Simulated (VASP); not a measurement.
Consider the following.

```yaml
crystal:
  lattice:
    - [4.06140, 0.00000, 0.00000]
    - [0.00000, 4.06140, 0.00000]
    - [0.00000, 0.00000, 4.06140]
  atoms:
    - { symbol: K, position: [0.00000, 0.00000, 0.00000] }
    - { symbol: Ta, position: [0.50000, 0.50000, 0.50000] }
    - { symbol: O, position: [0.50000, 0.00000, 0.50000] }
    - { symbol: O, position: [0.00000, 0.50000, 0.50000] }
    - { symbol: O, position: [0.50000, 0.50000, 0.00000] }
```

Calculation: SCAN meta-GGA, VASP's PBE PAW potentials (set 64) (plane waves; VASP 6.6.1). Settings: 520 eV cut-off, 6×6×6 Γ-centred mesh, Gaussian smearing of 0.050 eV, potentials K_sv Ta_pv O.

Q: Give the stress tensor in GPa (positive for a compressed cell).

A: 
```
-10.91    0.00    0.00
  0.00  -10.91    0.00
  0.00    0.00  -10.91
```
The pressure is its mean diagonal, -10.91 GPa.

The compound is KTaO3 in the cubic perovskite structure. This cell is one point of a volume scan, at 1.06 of the reference volume.
